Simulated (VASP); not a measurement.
Input:

```
KI
1.0
    0.00000     3.69626     3.69626
    3.69626     0.00000     3.69626
    3.69626     3.69626     0.00000
K I
1 1
Direct
  0.00000   0.00000   0.00000
  0.50000   0.50000   0.50000
```

These are revPBE GGA, VASP's PBE PAW potentials (set 64) (plane waves; VASP) values and carry that method's errors. Run with 520 eV cut-off, Gaussian smearing of 0.050 eV, potentials K_sv I.

Unless said otherwise, spin-orbit coupling is left out, though it shifts the bands of the heavy elements here.

Question: Give the energies of bands 6 to 11 at the high-symmetry points, in eV from the valence-band maximum.

Answer: 
```
band     Γ      X      U      L      W
----  ----  -----  -----  -----  -----
6     0.00  -0.77  -0.65  -0.99  -0.55
7     0.00  -0.28  -0.56  -0.23  -0.55
8     0.00  -0.28  -0.28  -0.23  -0.44
9     3.94   5.32   5.84   5.60   6.46
10    6.67   5.67   6.44   7.47   6.57
11    6.67   8.01   7.50   8.01   6.57
```

The gap is direct, 3.94 eV, from the valence maximum at Γ to the conduction minimum at Γ.

Measured: gap 6.10 eV (computed value off by -2.16 eV), as given by Aguado et al., (1998), arXiv:cond-mat/9809176.

The compound is KI in the rock salt structure. It was relaxed first, which changed the volume by +14 %.
